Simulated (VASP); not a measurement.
The system is Be2CdS3.

```
CELL_PARAMETERS angstrom
5.96400 0.00000 0.00000
-2.98200 5.16497 0.00000
0.00000 0.00000 3.34990
ATOMIC_POSITIONS crystal
Be 0.33333 0.66667 0.00000
Be 0.66667 0.33333 0.00000
Cd 0.00000 0.00000 0.00000
S 0.50000 0.00000 0.50000
S 0.50000 0.50000 0.50000
S 0.00000 0.50000 0.50000
```

The cell was built by a generator and needn't be a form met in nature.

```yaml
Program: VASP 6.6.1
Task: relaxation of cell and atoms
Functional: PBE
Potentials_or_basis: VASP PAW PBE potentials, release 64 (Be, Cd, S)
Cutoff: 520 eV
k_mesh: 3 × 3 × 4
Occupations: gaussian, width 0.15 eV
Spin: no spin polarisation
```

At the start: pressure -3.8 GPa; volume 17.20 Å³/atom.

Q: Where does the relaxation end?

A: Over 13 steps the energy falls by 238.1 meV/atom and the volume is 16.86 Å³/atom (-2.0 %); space group P6/mmm (No. 191, to 0.05 Å).

Step by step:
| step | energy change (eV) | largest force (eV/Å) | pressure (GPa) | volume (Å³) |
| --- | --- | --- | --- | --- |
| 1 | 0.0000 | 0.0000 | -3.76 | 103.19 |
| 2 | -0.2399 | 0.0000 | 0.46 | 97.18 |
| 3 | -0.3099 | 0.0000 | 2.27 | 94.29 |
| 4 | -0.3822 | 0.0000 | 8.80 | 88.52 |
| 5 | -0.5284 | 0.0000 | 9.64 | 88.31 |
| 6 | -0.9117 | 0.0000 | 12.20 | 87.26 |
| 7 | 2.8419 | 0.0000 | 33.99 | 83.27 |
| 8 | -0.9220 | 0.0000 | 12.64 | 87.10 |
| 9 | -1.1931 | 0.0000 | 8.54 | 91.19 |
| 10 | -1.3745 | 0.0000 | 2.63 | 98.47 |
| 11 | -1.3752 | 0.0000 | 2.54 | 98.95 |
| 12 | -1.4226 | 0.0000 | 0.78 | 100.25 |
| 13 | -1.4285 | 0.0000 | -0.14 | 101.16 |

Final structure:
```xyz
6
Lattice="6.6021 0.0000 0.0000 -3.3010 5.7175 0.0000 0.0000 0.0000 2.6799" Properties=species:S:1:pos:R:3 pbc="T T T"
Be    0.0000    3.8117    0.0000
Be    3.3010    1.9058    0.0000
Cd    0.0000    0.0000    0.0000
S     3.3010    0.0000    1.3399
S     1.6505    2.8588    1.3399
S    -1.6505    2.8588    1.3399
```

Caveat: the k mesh is coarse (spacing up to 0.47 Å⁻¹), so the values aren't converged.
